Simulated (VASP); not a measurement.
Consider the following.

```
ZrC
1.0
    0.00000     2.33139     2.33139
    2.33139     0.00000     2.33139
    2.33139     2.33139     0.00000
Zr C
1 1
Direct
  0.00000   0.00000   0.00000
  0.50000   0.50000   0.50000
```

These are TPSS meta-GGA, VASP's PBE PAW potentials (set 64) (plane waves; VASP) values and carry that method's errors. Run with 520 eV cut-off, 13×13×13 Γ-centred mesh, first-order Methfessel-Paxton smearing of 0.10 eV, potentials Zr_sv C.

Question: Estimate the energy per atom (σ→0), pressure, band gap (on the k-mesh) with the smallest direct gap where there is one.

Answer: 
```json
{
 "band gap (on the k-mesh)": "none (metal, semimetal or under 0.01 eV)",
 "energy per atom (σ→0)": "-14.871 eV/atom",
 "pressure": "7.22 GPa"
}
```

Only differences to runs with the same potentials and settings are physical.

The compound is ZrC in the rock salt structure. This cell is one point of a volume scan, at 0.97 of the reference volume.
